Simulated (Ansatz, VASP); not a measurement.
## SnSe2 in two plane-wave programs

One calculation is typed for both programs; each brings its own data sets. How far apart do they land? The cell is taken from a series of runs on this material, whose earlier steps may have relaxed, scaled, displaced or heated it; both programs get it as it stands.

Calculated with Ansatz 0.2.0; plane waves, with VASP 6.6.1 beside it; PBE, LDA and PBEsol.

## (1) The structure

It takes space group P-3m1 (No. 164, trigonal). The conventional cell has a = 3.811 Å, b = 3.811 Å, c = 6.136 Å, α = 90.00°, β = 90.00°, γ = 120.00°. Nearest to Sn lie 6 Se at 2.72 Å. Se has 3 Sn at 2.72 Å nearest. Farther neighbours and most contacts between anions are not listed.

## (2) VASP: single point, PBE

With cell and atoms fixed, the geometry can't cause a difference; cores, projectors, grids and the points listed under the comparison can.

Lines of VASP's logs that name or quote its potential files are left out, and so is its time.

INCAR reads:

```
SYSTEM = SnSe2
PREC = Accurate
ENCUT = 500
EDIFF = 1E-06
NELM = 120
ISMEAR = -1
SIGMA = 0.02
LREAL = .FALSE.
ALGO = Normal
GGA = PE
NBANDS = 19
LORBIT = 11
LWAVE = .FALSE.
LCHARG = .FALSE.
ISIF = 2
LASPH = .TRUE.
GGA_COMPAT = .FALSE.
EFERMI = MIDGAP
KPAR = 2
```

POSCAR reads:

```
SnSe2
1.0
    3.8110000000      0.0000000000      0.0000000000
   -1.9055000000      3.3004228138      0.0000000000
    0.0000000000      0.0000000000      6.1360000000
Sn Se
1 2
Direct
    0.0000000000      0.0000000000      0.0000000000
    0.3333333333      0.6666666667      0.2614399677
    0.6666666667      0.3333333333      0.7385600323
```

KPOINTS reads:

```
Automatic mesh
0
Gamma
12 12 4
0 0 0
```

PAW data sets: Sn_d and Se (PBE family, release 64).

On the command line:

```
mpirun -np 2 vasp_std
```

Numbers of over 12 decimals in the logs are rounded to 6 here.

The program printed:

```text
[banner, memory and clock lines left out]
running    2 mpi-ranks, on    1 nodes
 distrk:  each k-point on    1 cores,    2 groups
 distr:  one band on    1 cores,    1 groups

 POSCAR found type information on POSCAR SnSe
 POSCAR found :  2 types and       3 ions
 LDA part: xc-table for (Slater+PW92), standard interpolation
 POSCAR, INCAR and KPOINTS ok, starting setup
 FFT: planning ... GRIDC
 FFT: planning ... GRID_SOFT
 FFT: planning ... GRID
 WAVECAR not read
 entering main loop
       N       E                     dE             d eps       ncg     rms          rms(c)
DAV:   1     0.199863565472E+03    0.19986E+03   -0.12082E+04  2693   0.152E+03
DAV:   2     0.992518809859E+01   -0.18994E+03   -0.18402E+03  2874   0.388E+02
DAV:   3    -0.113221334766E+02   -0.21247E+02   -0.20790E+02  3211   0.114E+02
DAV:   4    -0.120427990554E+02   -0.72067E+00   -0.71941E+00  3139   0.221E+01
DAV:   5    -0.120600702128E+02   -0.17271E-01   -0.17270E-01  3572   0.356E+00    0.494E+00
DAV:   6    -0.118247819895E+02    0.23529E+00   -0.52617E-01  3857   0.762E+00    0.318E+00
DAV:   7    -0.118092900574E+02    0.15492E-01   -0.14798E-01  2970   0.245E+00    0.102E+00
DAV:   8    -0.118094187473E+02   -0.12869E-03   -0.11364E-02  3159   0.996E-01    0.276E-01
DAV:   9    -0.118098863703E+02   -0.46762E-03   -0.15295E-03  2906   0.294E-01    0.830E-02
DAV:  10    -0.118098931502E+02   -0.67799E-05   -0.12289E-04  3355   0.777E-02    0.332E-02
DAV:  11    -0.118099213226E+02   -0.28172E-04   -0.46527E-05  2751   0.390E-02    0.879E-03
DAV:  12    -0.118099211989E+02    0.12368E-06   -0.21989E-06  2727   0.118E-02
   1 F= -.11809921E+02 E0= -.11809921E+02  d E =-.392732E-08
```

OUTCAR, selected parts (step 2):

```text
ion  position               nearest neighbor table
   1  0.000  0.000  0.000-   2 2.72   3 2.72   2 2.72   3 2.72   3 2.72   2 2.72
   2  0.333  0.667  0.261-   1 2.72   1 2.72   1 2.72
   3  0.667  0.333  0.739-   1 2.72   1 2.72   1 2.72

  LATTYP: Found a hexagonal cell.
 ALAT       =     3.8110000000
 C/A-ratio  =     1.6100760955

 Subroutine GETGRP returns: Found 12 space group operations
 (whereof 12 operations were pure point group operations)

The static configuration has the point symmetry D_3d.

 Found     69 irreducible k-points:

   k-points           NKPTS =     69   k-points in BZ     NKDIM =     69   number of bands    NBANDS=     19

   dimension x,y,z NGX =    28 NGY =   28 NGZ =   48
   dimension x,y,z NGXF=    56 NGYF=   56 NGZF=   96

   ENCUT  =  500.0 eV  36.75 Ry    6.06 a.u.   6.95  6.95 11.19*2*pi/ulx,y,z

   NELECT =      26.0000    total number of electrons

 k-points in reciprocal lattice and weights: Automatic mesh
   0.00000000  0.00000000  0.00000000       0.002
   0.08333333  0.00000000  0.00000000       0.010
   0.16666667 -0.00000000  0.00000000       0.010
   0.25000000  0.00000000  0.00000000       0.010
   0.33333333  0.00000000  0.00000000       0.010
   0.41666667  0.00000000  0.00000000       0.010
   0.50000000  0.00000000  0.00000000       0.005
   0.08333333  0.08333333  0.00000000       0.010
   0.16666667  0.08333333  0.00000000       0.021
[...]
0.33333333  0.25000000  0.50000000       0.021
   0.33333333  0.33333333  0.50000000       0.003

 average (electrostatic) potential at core
       1-102.6469       2 -53.3616       3 -53.3616

 E-fermi :   4.5623

 k-point     1 :       0.0000    0.0000    0.0000
  band No.  band energies     occupation
    ...
      9       3.6914      2.00000
     10       3.6914      2.00000
     11       3.8993      2.00000
     12       3.8993      2.00000
     13       4.0827      2.00000
     14       5.1660      0.00000
     15       7.3551      0.00000
     16       8.8919      0.00000
     17       8.8919      0.00000
     18      12.2680      0.00000
    ...

 k-point     2 :       0.0833    0.0000    0.0000
  band No.  band energies     occupation
    ...
      9       2.8316      2.00000
     10       3.3557      2.00000
     11       3.4807      2.00000
     12       4.0856      2.00000
     13       4.1922      2.00000
     14       5.8058      0.00000
     15       7.7563      0.00000
     16       8.6285      0.00000
     17       9.0076      0.00000
     18      12.3224      0.00000
    ...

 k-point     3 :       0.1667   -0.0000    0.0000
  band No.  band energies     occupation
    ...
      9       1.6585      2.00000
     10       2.6706      2.00000
     11       2.8783      2.00000
     12       4.1427      2.00000
     13       4.1757      2.00000
     14       6.4034      0.00000
     15       7.9430      0.00000
     16       8.9534      0.00000
     17       9.2532      0.00000
     18      11.3742      0.00000
    ...

  Total        1.4749440      1.4749440      1.0199619      0.0000000     -0.0000000      0.0000000
  in kB       30.6190864     30.6190864     21.1738908      0.0000000     -0.0000000      0.0000000
  external PRESSURE =      27.4706879 kB  Pullay stress =       0.0000000 kB

  energy-cutoff  :      500.00
  volume of cell :       77.18
      direct lattice vectors                 reciprocal lattice vectors
     3.811000000  0.000000000  0.000000000     0.262398321  0.151495741  0.000000000
    -1.905500000  3.300422814  0.000000000     0.000000000  0.302991482  0.000000000
     0.000000000  0.000000000  6.136000000     0.000000000  0.000000000  0.162972621

 POSITION                                       TOTAL-FORCE (eV/Angst)
 -----------------------------------------------------------------------------------
      0.00000      0.00000      0.00000        -0.000000      0.000000     -0.000000
     -0.00000      2.20028      1.60420        -0.000000      0.000000      0.020468
      1.90550      1.10014      4.53180         0.000000      0.000000     -0.020468
 -----------------------------------------------------------------------------------
    total drift:                                0.000000     -0.000000      0.000000

  FREE ENERGIE OF THE ION-ELECTRON SYSTEM (eV)
  ---------------------------------------------------
  free  energy   TOTEN  =       -11.8099211989 eV

  energy  without entropy=      -11.8099211950  energy(sigma->0) =      -11.80992120

 total charge
# of ion       s       p       d       tot
------------------------------------------
    1        1.064   1.012  10.095  12.171
    2        1.487   2.302   0.028   3.817
    3        1.487   2.302   0.028   3.817
--------------------------------------------------
tot          4.038   5.617  10.150  19.805

[... 3 further parts left out ...]
```

The run ends at a pressure of 2.75 GPa, with forces up to 0.020 eV/Å.

## (3) Ansatz: single point, PBE

Ansatz runs on its PAW soft_1 files.

The same cell, functional, mesh and smearing now go to Ansatz, which takes its cutoff from its data sets.

input.yaml reads:

```yaml
crystal:
  lattice:
    - [3.811, 0.0, 0.0]
    - [-1.9055, 3.3004228138, 0.0]
    - [0.0, 0.0, 6.136]
  atoms:
    - { symbol: Sn, position: [0.0, 0.0, 0.0] }
    - { symbol: Se, position: [0.3333333333, 0.6666666667, 0.2614399677] }
    - { symbol: Se, position: [0.6666666667, 0.3333333333, 0.7385600323] }
kpoints:
  mp_grid: { grid: [12, 12, 4] }
  band_path:
    path:
      - [[0.0, 0.0, 0.0], [0.5, 0.0, 0.0], [0.33333333, 0.33333333, 0.0], [0.0, 0.0, 0.0], [0.0, 0.0, 0.5], [0.5, 0.0, 0.5], [0.33333333, 0.33333333, 0.5], [0.0, 0.0, 0.5]]
      - [[0.5, 0.0, 0.5], [0.5, 0.0, 0.0]]
      - [[0.33333333, 0.33333333, 0.5], [0.33333333, 0.33333333, 0.0]]
    npoints: 10
hamiltonian:
  xc: pbe
  pseudopotentials: { kind: paw, azcp: { folder: soft_1 } }
scf:
  occupations: { method: fermi_dirac, width: 0.02 }
  n_extra_bands: 5
output:
  eigenvalues: true
  forces: true
  stress: true
  write_density: true
  write_potential: true
  elf: true
  volumetric_format: npy
```

On the command line:

```
ansatz run input.yaml --threads 3 --pin off --max-ram 92160MiB --backend cuda --events-out ev --progress --plain --runs-dir out --devices 1 --max-vram 13GiB
```

The program printed:

```text
scf.n_extra_bands = 5 over 23 filled bands (N_el = 46.0): the run solves 28 bands
GPUs: using 1 of 1 available (devices: 1).
Engine: ansatz 0.2.0, x86_64-unknown-linux-gnu
Pseudopotentials: kind: paw
Pseudopotential: Sn, paw, valence charge 14, recommended cutoff 420 eV (normal), soft_1/Sn.paw.azcp
Pseudopotential: Se, paw, valence charge 16, recommended cutoff 420 eV (normal), soft_1/Se.paw.azcp
Functional definition: PBE
  parameter kappa = 0.804
  parameter beta = 0.066725
  exchange = pbe_x(kappa = kappa, mu = beta*pi^2/3)
  correlation = pbe_c(beta = beta)
device memory: the entry about to start is reckoned to put 2.9 GiB on a device that reports 59.4 GiB free (of which the cap on the GPU budget leaves the run 13.0 GiB)
GPU FFT provider: cuFFT
GPU libraries: cuBLAS 13.8.2, cuFFT 12.4.0, cuSOLVER 12.3.4
Crystal: 3 atoms, lattice volume = 77.178 Å³
Basis set: ecut = 420 eV, 1485 PW (Γ), exchange–correlation on 54×54×90 points (8 copies of the dense FFT grid, shifted against one another)
Bands: 28, of which v1, the nominal top of the filled ones, is band 23 counted from 1 (22 counted from 0)
Symmetry: 12 space group operations
Space group: P-3m1 (ITA 164), of the structure as read, at distance tolerance 4.3e-5 Å
k-points: 69 of 576
Non-local potential: Sn, projectors of the file, l = 0: 2, l = 1: 2, l = 2: 2, l = 3: 1
Non-local potential: Se, projectors of the file, l = 0: 2, l = 1: 2, l = 2: 3, l = 3: 1
PAW form: soft (Blöchl's): semilocal exchange-correlation on the pseudo side does not see the compensation charge
PAW one-centre angular grid: Sn, 590 points (default); XC on 64 Gauss nodes
PAW one-centre angular grid: Se, 590 points (default); XC on 64 Gauss nodes
Initial density: superposition of atomic densities (chi_scale 0.1, normalization cell, long waves kept (reshape's long-wave potential 0.10 eV rms))
Initial wavefunctions: pseudopotential atomic-orbital guess
GPU buffer pool allocated for 32805 grid points (all kernels)
GPU transforms: local potential and band sums: pruned to the plane-wave sphere, on 25×25×45
Functional: x = pbe(κ = 0.804, μ = 0.219515), c = pbe(β = 0.066725)
SCF iter   1: F=—  HF=-16963.834517 eV  |F-HF|=—  |Δ(HF+E_count)|=         —  Δρ=3.23e-2  dr2=1.67e0  ethr=3.10e-3  ⟨swp⟩=7.7  Hψ=9238  notcnv=0
preconditioner: auto → Resta (q_TF=auto, 2.503 Å⁻¹)  ε∞=4.0  [insulator: Δε(μ)=0.451 eV  Ē_g=9.784 eV  σ=0.020 eV  W_gap=1.00  n_scr=22 (ndim 8)  ℏωp=16.9 eV  f_vac=0.027  D(μ)=0.00/eV (n_scr^D=0)  ε∞_Penn≈4.0]
SCF iter   2: F=—  HF=-16963.480738 eV  |F-HF|=—  |Δ(HF+E_count)|=   3.54e-1  Δρ=1.62e-2  dr2=2.36e-1  ethr=3.10e-3  ⟨swp⟩=2.4  Hψ=2865  notcnv=0  defer=23
SCF iter   3: F=—  HF=-16963.431145 eV  |F-HF|=—  |Δ(HF+E_count)|=   4.96e-2  Δρ=5.30e-3  dr2=1.76e-2  ethr=5.12e-4  ⟨swp⟩=2.2  Hψ=2525  notcnv=0  defer=23
SCF iter   4: F=—  HF=-16963.431302 eV  |F-HF|=—  |Δ(HF+E_count)|=   1.56e-4  Δρ=1.07e-3  dr2=1.34e-3  ethr=3.84e-5  ⟨swp⟩=2.2  Hψ=3800  notcnv=0  defer=23
SCF iter   5: F=—  HF=-16963.431426 eV  |F-HF|=—  |Δ(HF+E_count)|=   1.24e-4  Δρ=5.08e-4  dr2=2.03e-4  ethr=2.91e-6  ⟨swp⟩=2.0  Hψ=3818  notcnv=0  defer=23
SCF iter   6: F=—  HF=-16963.431742 eV  |F-HF|=—  |Δ(HF+E_count)|=   3.16e-4  Δρ=1.33e-4  dr2=1.72e-5  ethr=4.42e-7  ⟨swp⟩=3.0  Hψ=3729  notcnv=0  defer=23
SCF iter   7: F=—  HF=-16963.431830 eV  |F-HF|=—  |Δ(HF+E_count)|=   8.85e-5  Δρ=4.07e-5  dr2=1.23e-6  ethr=3.74e-8  ⟨swp⟩=3.0  Hψ=3820  notcnv=0  defer=23
SCF iter   8: F=-16963.431835 eV  HF=-16963.431834 eV  |F-HF|=1.96e-7  |Δ(HF+E_count)|=   4.13e-6  Δρ=7.86e-6  dr2=9.63e-8  ethr=2.17e-10  ⟨swp⟩=12.1  Hψ=16549  notcnv=0
SCF 1 converged in 8 iterations: F = -16963.431835 eV  dr2 = 9.63e-8
  greatest PAW one-centre occupation: 1.000 electrons in one spin orbital (limit 2), on the Se atom at site 2 (counted from 0), in its partial waves of l = 2
device memory: the entry about to start is reckoned to put 2.6 GiB on a device that reports 58.2 GiB free (of which the cap on the GPU budget leaves the run 13.0 GiB)
NSCF: frozen V_eff on 93 k-points, pencils in batches of 32, up to order 124
SCF converged after 8 iterations
Free energy (F): -16963.431835 eV
Harris-Foulkes:  -16963.431834 eV  (|F-HF|=1.96e-7)
Internal energy: -16963.431835 eV  (E = F + TS)
E sigma→0 (E₀):  -16963.431835 eV
Fermi energy:    8.269761 eV
--- Per-component energies (eV) ---
  E_band       = -867.106985
  E_kinetic    = 389.999497
  E_local      = -6546.767182  (includes V_loc(G=0)·N_el)
  E_nonlocal   = -563.564015
  E_hartree    = 3408.373045
  E_xc         = -295.606615
  E_vxc        = -260.561512  (∫ρ·V_xc dr)
  E_paw        = -8631.677797  (= ΣΔE_a)
  E_vpaw       = -702.955922  (= ΣTr[D̂ρ^β])
  E_aug_tail   = -0.000477  (compensation charges beyond the density's cutoff)
  E_ewald      = -4724.188291
  E_smearing   = -0.000000  (= −TS)
  E_closure    = 0.000000  (closes the sum)
  Σ components = -16963.431835   (vs F -16963.431835, Δ=0.00e0)
--- Forces (eV/Å), atoms counted from 1 ---
  atom   1  Sn    -0.00000000    -0.00000000     0.00000000
  atom   2  Se     0.00000000     0.00000000     0.00570066
  atom   3  Se    -0.00000000    -0.00000000    -0.00570066
  max |Σ_I F_I| component: 5.39e-28 eV/Å
--- Stress (GPa, compression-positive) ---
        2.988958      -0.000000      -0.000000
        0.000000       2.988958       0.000000
       -0.000000       0.000000       2.028792
  P = ⅓ Tr σ = 2.6689 GPa (26.689 kbar)
--- Band table (eV; the first three rows and the last of 69) ---
  k-point 0: bands = [... 19 lower, 7.4005, 7.6068, 7.6068, 7.7850, 8.8771, 11.0708, 12.6054, 12.6054, ... 1 higher]
  k-point 1: bands = [... 19 lower, 7.3142, 7.3142, 7.7305, 7.7305, 9.8571, 11.0519, 12.4414, 12.4414, ... 1 higher]
  k-point 2: bands = [... 19 lower, 7.2630, 7.2630, 7.8204, 7.8204, 10.4966, 10.9409, 12.2875, 12.2875, ... 1 higher]
  k-point 68: bands = [... 19 lower, 3.7732, 4.2226, 7.5290, 7.5290, 10.1873, 12.2184, 12.2184, 13.7618, ... 1 higher]
```

Reading the cycles: dr2 is the Hartree energy of the density residual (eV), the measure of convergence; HF is the Harris–Foulkes estimate of the energy, which meets the free energy F at convergence.

## (4) Side by side

Known differences besides the potentials themselves: the data sets hold 46 valence electrons in Ansatz (on its PAW soft_1 files) and 26 in VASP; the cutoff is 420 eV in Ansatz and 500 eV in VASP. Total energies have different zeros and are not compared.

Both answers:

```tsv
quantity	Ansatz	VASP	difference
pressure (GPa)	2.67	2.75	-0.08
gap on the k mesh (eV)	0.618	0.615	+0.004
```

The largest component of a force difference here is 15 meV/Å. A gap on the mesh is an upper bound, since the band edges may lie between its points.

## (5) Ansatz: single point, LDA

With cell and atoms fixed, the geometry can't cause a difference; cores, projectors, grids and the points listed under the comparison can.

The cell is taken from a series of runs on this material, whose earlier steps may have relaxed, scaled, displaced or heated it; both programs get it as it stands.

input.yaml reads:

```yaml
crystal:
  lattice:
    - [3.811, 0.0, 0.0]
    - [-1.9055, 3.3004228138, 0.0]
    - [0.0, 0.0, 6.136]
  atoms:
    - { symbol: Sn, position: [0.0, 0.0, 0.0] }
    - { symbol: Se, position: [0.3333333333, 0.6666666667, 0.2614399677] }
    - { symbol: Se, position: [0.6666666667, 0.3333333333, 0.7385600323] }
kpoints:
  mp_grid: { grid: [12, 12, 4] }
  band_path:
    path:
      - [0.0, 0.0, 0.0]
      - [0.5, 0.0, 0.0]
      - [0.33333333, 0.33333333, 0.0]
      - [0.0, 0.0, 0.5]
      - [0.5, 0.0, 0.5]
      - [0.33333333, 0.33333333, 0.5]
      - [0.0833333333, 0.0833333333, 0.0]
      - [0.5, 0.0, 0.35]
    npoints: 1
hamiltonian:
  xc: lda
  pseudopotentials: { kind: paw, azcp: { folder: soft_1 }, xc_functional: pbe }
scf:
  occupations: { method: fixed }
  n_extra_bands: 5
output:
  eigenvalues: true
  forces: true
  stress: true
```

The program printed:

```text
[...]
GPUs: using 1 of 1 available (devices: 1).
[...]
GPU FFT provider: cuFFT
GPU libraries: cuBLAS 13.8.2, cuFFT 12.4.0, cuSOLVER 12.3.4
Crystal: 3 atoms, lattice volume = 77.178 Å³
Basis set: ecut = 420 eV, 1485 PW (Γ)
Bands: 28, of which v1, the nominal top of the filled ones, is band 23 counted from 1 (22 counted from 0)
Symmetry: 12 space group operations
[...]
k-point 0: bands = [... 19 lower, 7.0968, 7.3205, 7.3205, 7.4821, 8.3673, 10.6274, 12.2027, 12.2027, ... 1 higher]
  k-point 1: bands = [... 19 lower, 7.0112, 7.0112, 7.4455, 7.4455, 9.4091, 10.6037, 12.0379, 12.0379, ... 1 higher]
  k-point 2: bands = [... 19 lower, 6.9595, 6.9595, 7.5381, 7.5381, 10.0733, 10.4715, 11.8826, 11.8826, ... 1 higher]
  k-point 68: bands = [... 19 lower, 3.4441, 3.8892, 7.2377, 7.2377, 9.7888, 11.7838, 11.7838, 13.3197, ... 1 higher]
[key lines of the parts left out:]
SCF converged after 8 iterations
Free energy (F): -16647.085138 eV
Fermi energy:    7.673065 eV
P = ⅓ Tr σ = -1.9782 GPa (-19.782 kbar)
```

## (6) VASP: single point, LDA

The same cell, functional (in two slightly different forms) and mesh now go to VASP, with its own data sets.

INCAR, as its differences from that of step 2:

```diff
@@ -5,7 +5,7 @@
 NELM = 120
-ISMEAR = -1
-SIGMA = 0.02
+ISMEAR = 0
+SIGMA = 0.01
 LREAL = .FALSE.
 ALGO = Normal
-GGA = PE
+GGA = PW92
 NBANDS = 19
```

POSCAR is that of step 2.

KPOINTS is that of step 2.

Potentials, in the order of the species: Sn_d and Se (LDA family, release 64).

On the command line:

```
mpirun -np 2 vasp_std
```

The program printed:

```text
[banner, memory and clock lines left out]
running    2 mpi-ranks, on    1 nodes
[...]
|                                                                             |
|               ----> ADVICE to this user running VASP <----                  |
|                                                                             |
|     You enforced a specific xc type in the INCAR file but a different       |
|     [... a line on the potential file left out ...]
|     I HOPE YOU KNOW WHAT YOU ARE DOING!                                     |
|                                                                             |

 LDA part: xc-table for (Slater(with rela. corr.)+PW92), standard interpolation
 POSCAR, INCAR and KPOINTS ok, starting setup
[...]
entering main loop
       N       E                     dE             d eps       ncg     rms          rms(c)
DAV:   1     0.198348367628E+03    0.19835E+03   -0.12059E+04  2679   0.152E+03
DAV:   2     0.837655073533E+01   -0.18997E+03   -0.18417E+03  2847   0.387E+02
DAV:   3    -0.132790339426E+02   -0.21656E+02   -0.21208E+02  3244   0.115E+02
DAV:   4    -0.140375641511E+02   -0.75853E+00   -0.75708E+00  3128   0.226E+01
[...]
DAV:  10    -0.137699415208E+02    0.29975E-05   -0.95372E-05  3041   0.647E-02    0.290E-02
DAV:  11    -0.137699433577E+02   -0.18369E-05   -0.11533E-05  2795   0.206E-02    0.478E-03
DAV:  12    -0.137699430485E+02    0.30915E-06   -0.92226E-07  1672   0.674E-03
   1 F= -.13769943E+02 E0= -.13769943E+02  d E =0.000000E+00
```

From OUTCAR (step 6):

```text
  Total       -0.7142071     -0.7142071     -1.2108607      0.0000000     -0.0000000      0.0000000
  in kB      -14.8265749    -14.8265749    -25.1368512      0.0000000     -0.0000000      0.0000000
  external PRESSURE =     -18.2633337 kB  Pullay stress =       0.0000000 kB

 POSITION                                       TOTAL-FORCE (eV/Angst)
 -----------------------------------------------------------------------------------
      0.00000      0.00000      0.00000        -0.000000      0.000000      0.000000
     -0.00000      2.20028      1.60420         0.000000     -0.000000     -0.224259
      1.90550      1.10014      4.53180        -0.000000      0.000000      0.224259
 -----------------------------------------------------------------------------------
    total drift:                                0.000000     -0.000000      0.000000

  FREE ENERGIE OF THE ION-ELECTRON SYSTEM (eV)
  ---------------------------------------------------
  free  energy   TOTEN  =       -13.7699430485 eV

  energy  without entropy=      -13.7699430485  energy(sigma->0) =      -13.76994305

[... 2 parts as in an earlier step ...]

[... 1 further part left out ...]
[key lines of the parts left out:]
E-fermi :   4.4401
```

The run ends at a pressure of -1.83 GPa, with forces up to 0.22 eV/Å.

(Part 1 of 2 ends here.)

[Lines on the potential files, build, host, timing and source positions are cut from VASP's logs without a mark.]

[Logs are printed without paths, hosts, clocks, repeated set-up lines and the standing remarks that a program may print on its own settings, such as how far it seeks lower states.]

[Hosts, paths, dates, database ids (printed as entryN), source tags and the programs' standing remarks are cut or masked in the printed files.]
